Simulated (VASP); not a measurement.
Runs of VASP 6.6.1 on NiSb. Symmetry: P6_3/mmc, No. 194, hexagonal system. The conventional cell has a = 3.930 Å, b = 3.930 Å, c = 5.116 Å, α = 90.00°, β = 90.00°, γ = 120.00°. Around Ni (site symmetry -3m) lie 2 Ni at 2.56 Å and 6 Sb at 2.60 Å. Sb (site symmetry -6m2) has 6 Ni at 2.60 Å as nearest neighbours. The cell is a database's computed one.

| task | level | potentials or basis | spin | cell | k mesh | cutoff (eV) | gap on the mesh (eV) | pressure (GPa) | moment (μB) | relaxed volume (Å³/atom) |
| --- | --- | --- | --- | --- | --- | --- | --- | --- | --- | --- |
| relaxation of cell and atoms | LDA | VASP PAW LDA potentials, release 64 (Ni, Sb) | collinear, ferromagnetic start | relaxed | 12 × 12 × 8 | 600 | none | 0.0 | 0.00 | 16.40 |
| relaxation of cell and atoms | PBEsol | VASP PAW PBE potentials, release 64 (Ni, Sb) | collinear, ferromagnetic start | relaxed | 12 × 12 × 8 | 600 | none | 0.0 | 0.00 | 16.84 |
| single point | PBEsol | VASP PAW PBE potentials, release 64 (Ni, Sb) | collinear, ferromagnetic start | as given | 12 × 12 × 8 | 520 | none | -1.9 | 0.00 | - |
| relaxation of cell and atoms | PBEsol | VASP PAW PBE potentials, release 64 (Ni, Sb) | collinear, ferromagnetic start | relaxed | 6 × 6 × 4 | 600 | none | 0.0 | 0.00 | (a) |
| relaxation of cell and atoms | PBEsol | VASP PAW PBE potentials, release 64 (Ni, Sb) | off | relaxed | 12 × 12 × 8 | 600 | none | 0.0 | - | 16.84 |
| relaxation of cell and atoms | PBEsol | VASP PAW PBE potentials, release 64 (Ni, Sb) | collinear, ferromagnetic start | relaxed | 12 × 12 × 8 | 580 | none | 0.0 | 0.00 | 16.84 |
| relaxation of cell and atoms | RPBE | VASP PAW PBE potentials, release 64 (Ni, Sb) | collinear, ferromagnetic start | relaxed | 12 × 12 × 8 | 600 | none | 0.0 | 0.00 | 18.07 |

Alike in all rows: smearing gaussian 0.1 eV.

Estimate the missing entries.

(a) 16.86.

Caveats: the PAW data sets were made with another functional, which shifts forces and pressure a little (some runs).

A k mesh can miss the band edges, and the runs leave out spin-orbit coupling on Sb.

A gap of «none» marks a metal or a gap under the smearing width.

Runs at the PBE level aren't shown here.
